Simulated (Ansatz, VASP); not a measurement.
# ZnBr2: VASP beside Ansatz, part 2 of 2

Aim: how closely do two programs agree when they are given the same cell, functional and k mesh? The cell is generated by rule, not measured, and may not be a known phase. The cell comes out of the VASP series on this material, whose earlier steps may have relaxed, scaled or displaced it; both programs get it as it stands.

VASP 6.6.1 and Ansatz 0.2.0.

So far. Step 2 (VASP: band structure, PBEsol): The run ends at a pressure of 3.46 GPa.

## (6) VASP: band structure, PBEsol, spin-orbit coupling

Level of this step: PBEsol, spin-orbit coupling; plane waves and PAW (Zn, Br); invented cell (VASP).

Levels along a path test the potential and the projectors away from the mesh points.

Input file INCAR:

```
SYSTEM = ZnBr2
PREC = Accurate
ENCUT = 400
EDIFF = 1E-06
NELM = 100
ISMEAR = 0
SIGMA = 0.02
LREAL = .FALSE.
ALGO = Normal
GGA = PS
LNONCOLLINEAR = .TRUE.
MAGMOM = 0 0 0 0 0 0 0 0 0
NBANDS = 38
GGA_COMPAT = .FALSE.
LASPH = .TRUE.
LSORBIT = .TRUE.
LORBIT = 11
LWAVE = .FALSE.
LCHARG = .FALSE.
KPAR = 4
ISIF = 2
```

Input file POSCAR:

```
ZnBr2
1.0
    0.0000000000      3.2424000000      3.2424000000
    3.2424000000      0.0000000000      3.2424000000
    3.2424000000      3.2424000000      0.0000000000
Zn Br
1 2
Direct
    0.0000000000      0.0000000000      0.0000000000
    0.2500000000      0.2500000000      0.2500000000
    0.7500000000      0.7500000000      0.7500000000
```

Input file KPOINTS:

```
Automatic mesh
0
Gamma
8 8 8
0 0 0
```

Input file KPOINTS_OPT:

```
Line mode
16
Line-mode
Reciprocal
  0.00000000   0.00000000   0.00000000 GAMMA
  0.50000000   0.00000000   0.50000000 X

  0.50000000   0.00000000   0.50000000 X
  0.50000000   0.25000000   0.75000000 W

  0.50000000   0.25000000   0.75000000 W
  0.37500000   0.37500000   0.75000000 K

  0.37500000   0.37500000   0.75000000 K
  0.00000000   0.00000000   0.00000000 GAMMA

  0.00000000   0.00000000   0.00000000 GAMMA
  0.50000000   0.50000000   0.50000000 L

  0.50000000   0.50000000   0.50000000 L
  0.62500000   0.25000000   0.62500000 U

  0.62500000   0.25000000   0.62500000 U
  0.50000000   0.25000000   0.75000000 W

  0.50000000   0.25000000   0.75000000 W
  0.50000000   0.50000000   0.50000000 L

  0.50000000   0.50000000   0.50000000 L
  0.37500000   0.37500000   0.75000000 K

  0.62500000   0.25000000   0.62500000 U
  0.50000000   0.00000000   0.50000000 X
```

PAW data sets: Zn and Br (PBE family, release 64).

On the command line:

```bash
mpirun -np 4 vasp_ncl
```

Numbers of over 12 decimals in the logs are rounded to 6 here.

Log:

```text
[banner, memory and clock lines left out]
running    4 mpi-ranks, on    1 nodes
[...]
[... a notice as in an earlier step ...]

 LDA part: xc-table for (Slater+PW92), standard interpolation
 POSCAR, INCAR and KPOINTS ok, starting setup
[...]
entering main loop
       N       E                     dE             d eps       ncg     rms          rms(c)
DAV:   1     0.194502933485E+03    0.19450E+03   -0.99095E+03  2212   0.121E+03
DAV:   2     0.179398517261E+02   -0.17656E+03   -0.16517E+03  2368   0.304E+02
DAV:   3    -0.611123191861E+01   -0.24051E+02   -0.23470E+02  2490   0.113E+02
DAV:   4    -0.678931763461E+01   -0.67809E+00   -0.67575E+00  2608   0.207E+01
[...]
DAV:  11    -0.620487285769E+01   -0.30042E-04   -0.40503E-04  2550   0.354E-01    0.358E-02
DAV:  12    -0.620488473072E+01   -0.11873E-04   -0.41469E-05  2378   0.746E-02    0.593E-03
DAV:  13    -0.620488457858E+01    0.15214E-06   -0.48766E-06  2672   0.355E-02
   1 F= -.62048846E+01 E0= -.62048544E+01  d E =-.602648E-04  mag=    -0.0000     0.0000    -0.0000
 Start KPOINTS_OPT (optional k-point list driver)
k-point batch [1-29\160]
       N       E                     dE             ncg
DAV:   1     0.295846953740E+04   -0.11336E+05     2204
DAV:   2    -0.207708749308E+04   -0.50356E+04     2356
DAV:   3    -0.276295636604E+04   -0.68587E+03     2612
DAV:   4    -0.278378722553E+04   -0.20831E+02     2554
DAV:   5    -0.278398176717E+04   -0.19454E+00     2536
DAV:   6    -0.278398504555E+04   -0.32784E-02     2600
DAV:   7    -0.278398513301E+04   -0.87461E-04     2564
DAV:   8    -0.278398513593E+04   -0.29196E-05     2134
DAV:   9    -0.278398513605E+04   -0.12173E-06     1588
[...]
k-point batch [146-160\160]
       N       E                     dE             ncg
DAV:   1     0.105324890668E+05   -0.90160E+04     1140
DAV:   2     0.790693962736E+04   -0.26255E+04     1260
DAV:   3     0.756116067955E+04   -0.34578E+03     1362
DAV:   4     0.755212534314E+04   -0.90353E+01     1348
DAV:   5     0.755203699261E+04   -0.88351E-01     1330
DAV:   6     0.755203546374E+04   -0.15289E-02     1404
DAV:   7     0.755203542616E+04   -0.37580E-04     1330
DAV:   8     0.755203542489E+04   -0.12678E-05     1174
DAV:   9     0.755203542483E+04   -0.58537E-07      874
```

Parts of OUTCAR (step 6):

```text
  Total        1.4975522      1.4975522      1.4975522     -0.0000000      0.0000000     -0.0000000
  in kB       35.1935255     35.1935255     35.1935255     -0.0000000      0.0000000     -0.0000000
  external PRESSURE =      35.1935255 kB  Pullay stress =       0.0000000 kB

 POSITION                                       TOTAL-FORCE (eV/Angst)
 -----------------------------------------------------------------------------------
      0.00000      0.00000      0.00000        -0.000000     -0.000000      0.000000
      1.62120      1.62120      1.62120         0.000000     -0.000000     -0.000000
      4.86360      4.86360      4.86360         0.000000      0.000000     -0.000000
 -----------------------------------------------------------------------------------
    total drift:                                0.000000      0.000000      0.000000

  FREE ENERGIE OF THE ION-ELECTRON SYSTEM (eV)
  ---------------------------------------------------
  free  energy   TOTEN  =        -6.2048845786 eV

  energy  without entropy=       -6.2048243138  energy(sigma->0) =       -6.20485445

 magnetization (x)
# of ion       s       p       d       tot
------------------------------------------
    1       -0.000  -0.000   0.000   0.000
    2        0.000   0.000   0.000   0.000
    3        0.000   0.000   0.000   0.000
--------------------------------------------------
tot          0.000  -0.000   0.000   0.000

 magnetization (y)
# of ion       s       p       d       tot
------------------------------------------
    1        0.000   0.000  -0.000  -0.000
    2        0.000   0.000   0.000   0.000
    3        0.000   0.000   0.000   0.000
--------------------------------------------------
tot          0.000   0.000  -0.000  -0.000

 magnetization (z)
# of ion       s       p       d       tot
------------------------------------------
    1       -0.000  -0.000  -0.000  -0.000
    2        0.000   0.000  -0.000  -0.000
    3        0.000   0.000  -0.000  -0.000
--------------------------------------------------
tot         -0.000  -0.000  -0.000  -0.000

[... 1 part as in an earlier step ...]

[... 2 further parts left out ...]
[key lines of the parts left out:]
E-fermi :   2.4669
```

The run ends at a pressure of 3.52 GPa.

## (7) Ansatz: band structure, PBEsol, spin-orbit coupling

The same cell, functional, mesh and smearing now go to Ansatz, which takes its cutoff from its data sets.

The cell comes out of the VASP series on this material, whose earlier steps may have relaxed, scaled or displaced it; both programs get it as it stands.

Input file input.yaml:

```yaml
crystal:
  lattice:
    - [0.0, 3.2424, 3.2424]
    - [3.2424, 0.0, 3.2424]
    - [3.2424, 3.2424, 0.0]
  atoms:
    - { symbol: Zn, position: [0.0, 0.0, 0.0] }
    - { symbol: Br, position: [0.25, 0.25, 0.25] }
    - { symbol: Br, position: [0.75, 0.75, 0.75] }
hamiltonian:
  xc: pbesol
  pseudopotentials: { kind: paw_fr }
magnetization:
  noncollinear: true
  spin_orbit: true
kpoints:
  mp_grid: { grid: [8, 8, 8] }
  band_path:
    path:
      - [0.0, 0.0, 0.0]
      - [0.16667, 0.0, 0.16667]
      - [0.33333, 0.0, 0.33333]
      - [0.5, 0.0, 0.5]
      - [0.5, 0.08333, 0.58333]
      - [0.5, 0.18333, 0.68333]
      - [0.5, 0.25, 0.75]
      - [0.45, 0.3, 0.75]
      - [0.40833, 0.34167, 0.75]
      - [0.35, 0.35, 0.7]
      - [0.225, 0.225, 0.45]
      - [0.075, 0.075, 0.15]
      - [0.03333, 0.03333, 0.03333]
      - [0.23333, 0.23333, 0.23333]
      - [0.4, 0.4, 0.4]
      - [0.51667, 0.46667, 0.51667]
      - [0.55833, 0.38333, 0.55833]
      - [0.60833, 0.28333, 0.60833]
      - [0.60833, 0.25, 0.64167]
      - [0.55833, 0.25, 0.69167]
      - [0.51667, 0.25, 0.73333]
      - [0.5, 0.3, 0.7]
      - [0.5, 0.38333, 0.61667]
      - [0.5, 0.48333, 0.51667]
      - [0.475, 0.475, 0.55]
      - [0.425, 0.425, 0.65]
      - [0.38333, 0.38333, 0.73333]
      - [0.59167, 0.18333, 0.59167]
      - [0.55, 0.1, 0.55]
      - [0.5, 0.0, 0.5]
    npoints: 1
scf:
  occupations: { method: gaussian, width: 0.02 }
  n_extra_bands: 14
output:
  forces: true
  stress: true
  eigenvalues: true
  write_density: true
  write_potential: true
  elf: true
  volumetric_format: npy
```

On the command line:

```bash
ansatz run input.yaml --threads 2 --pin off --max-ram 4608MiB --backend cpu --events-out ev --progress --plain --runs-dir out
```

Log:

```text
[...]
non-collinear run that drives no moment, with spin-orbit: no starting moment large enough to seed its density (crystal.atoms[].spin), no starting occupations that ask for one, no magnetisation constraint and no magnetic field, so the semilocal B_xc is pinned to zero
Crystal: 3 atoms, lattice volume = 68.176 Å³
[...]
k-point 0: bands = [... 22 lower, 4.8771, 4.8771, 4.8771, 4.8771, 5.8175, 5.8175, 9.6912, 9.6912, ... 10 higher]
  k-point 1: bands = [... 22 lower, 4.4354, 4.4354, 4.7208, 4.7208, 6.8142, 6.8142, 9.9301, 9.9301, ... 10 higher]
  k-point 2: bands = [... 22 lower, 4.0537, 4.0537, 4.3529, 4.3529, 7.8707, 7.8707, 10.7064, 10.7064, ... 10 higher]
  k-point 28: bands = [... 22 lower, 5.8550, 5.8550, 5.9420, 5.9420, 7.8533, 7.8533, 11.3770, 11.3770, ... 10 higher]
[key lines of the parts left out:]
SCF converged after 7 iterations
Magnetization: |M| = 0.0000 μB,  M = (+0.0000, +0.0000, +0.0000) μB
Free energy (F): -8755.488425 eV
Fermi energy:    6.102966 eV
P = ⅓ Tr σ = 3.6083 GPa (36.083 kbar)
```

The job ended after 17 s (2 threads of Arm Neoverse V2, shared host; peak memory 0.52 GiB).

## (8) Differences

What differs besides the data sets and the points named for the pairs above, as far as they apply: spin-orbit coupling enters by fully relativistic files in Ansatz and inside the spheres in VASP. Total energies have different zeros and are not compared.

Compared:

```
      quantity  Ansatz  VASP  difference
pressure (GPa)    3.61  3.52       +0.09
```

Levels from 3 eV below to 2 eV above the Fermi level differ by 6 meV r.m.s. and 15 meV at most; each VASP level is matched to the nearest of Ansatz, which flatters the figure a little. Ansatz's pressure holds a Pulay correction of 0.05 GPa; VASP's holds none.

## (9) Outcome

| Item | Value |
| --- | --- |
| r.m.s. difference of levels near the Fermi level (band structure, PBEsol) | 5.3 meV |
| r.m.s. difference of levels near the Fermi level (band structure, PBEsol, spin-orbit coupling) | 6.4 meV |

The r.m.s. difference of levels near the Fermi level is 6.4 meV (band structure, PBEsol, spin-orbit coupling), within the 80 meV picked in this series as the mark of a large difference. For band structure, PBEsol: no further run halves the r.m.s. difference of levels near the Fermi level; only Ansatz's side was varied. The all-electron run, which needs no data set, lies 6.8 meV from VASP, against 5.3 for Ansatz's PAW result. 1 further run on this material is not shown. How closely two codes agree says nothing of how well the functional describes the real material.

[Lines on the potential files, build, host, timing and source positions are cut from VASP's logs without a mark.]

[Logs are printed without paths, hosts, clocks, repeated set-up lines and the standing remarks that a program may print on its own settings, such as how far it seeks lower states.]

[Hosts, paths, dates, database ids (printed as entryN), source tags and the programs' standing remarks are cut or masked in the printed files.]
